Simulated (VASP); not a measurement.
Input:

```yaml
crystal:
  lattice:
    - [-1.85041, 5.46083, 2.58173]
    - [1.85041, -5.46083, 2.58173]
    - [1.85041, 5.46083, -2.58173]
  atoms:
    - { symbol: Cu, position: [0.42731, 0.26074, 0.16657] }
    - { symbol: Cu, position: [0.09416, 0.26074, 0.83343] }
    - { symbol: Ge, position: [0.73073, 0.23073, 0.50000] }
    - { symbol: S, position: [0.32998, 0.00000, 0.32998] }
    - { symbol: S, position: [0.67002, 0.00000, 0.67002] }
    - { symbol: S, position: [0.00678, 0.00678, 0.00000] }
```

These are LDA (Ceperley-Alder, Perdew-Zunger), VASP's LDA PAW potentials (set 64) (plane waves; VASP) values and carry that method's errors. Numerical set-up: 400 eV cut-off, Gaussian smearing of 0.050 eV, potentials Cu Ge_d S.

### Question
Give the energies of bands 18 to 31 at the high-symmetry points, in eV from the Fermi level.

### Answer

| band | Γ | X | F0 | Λ0 | R | W | S | T |
|---|---|---|---|---|---|---|---|---|
| 18 | -2.83 | -3.11 | -3.18 | -2.86 | -2.87 | -2.92 | -2.93 | -3.07 |
| 19 | -2.79 | -2.82 | -2.80 | -2.77 | -2.86 | -2.91 | -2.79 | -2.94 |
| 20 | -2.75 | -2.75 | -2.74 | -2.74 | -2.77 | -2.75 | -2.75 | -2.74 |
| 21 | -2.59 | -2.74 | -2.56 | -2.71 | -2.73 | -2.74 | -2.69 | -2.72 |
| 22 | -2.53 | -2.15 | -2.55 | -2.45 | -2.57 | -2.64 | -2.31 | -2.55 |
| 23 | -2.37 | -1.82 | -2.39 | -1.92 | -2.55 | -2.30 | -1.87 | -2.37 |
| 24 | -1.41 | -1.78 | -2.33 | -1.39 | -2.14 | -2.02 | -1.44 | -2.30 |
| 25 | -0.46 | -1.20 | -1.97 | -1.19 | -1.82 | -1.71 | -1.09 | -1.95 |
| 26 | -0.20 | -0.94 | -1.78 | -0.45 | -1.07 | -1.46 | -0.81 | -1.69 |
| 27 | 0.00 | 0.01 | -1.24 | -0.43 | -1.01 | -1.13 | -0.67 | -1.53 |
| 28 | 0.07 | 0.13 | 1.19 | 0.00 | 0.85 | 1.16 | 0.36 | 1.38 |
| 29 | 1.88 | 1.74 | 1.82 | 1.93 | 2.78 | 2.87 | 2.48 | 1.59 |
| 30 | 3.16 | 3.02 | 2.17 | 2.98 | 3.62 | 3.59 | 3.39 | 2.95 |
| 31 | 3.84 | 3.52 | 3.37 | 3.49 | 4.10 | 4.55 | 3.64 | 3.81 |

It has no gap at this level: it comes out as a metal or semimetal.

The structure comes from a computed database's Cu2GeS3 entry (Imm2); how it stands against other phases isn't given here. It was relaxed first.
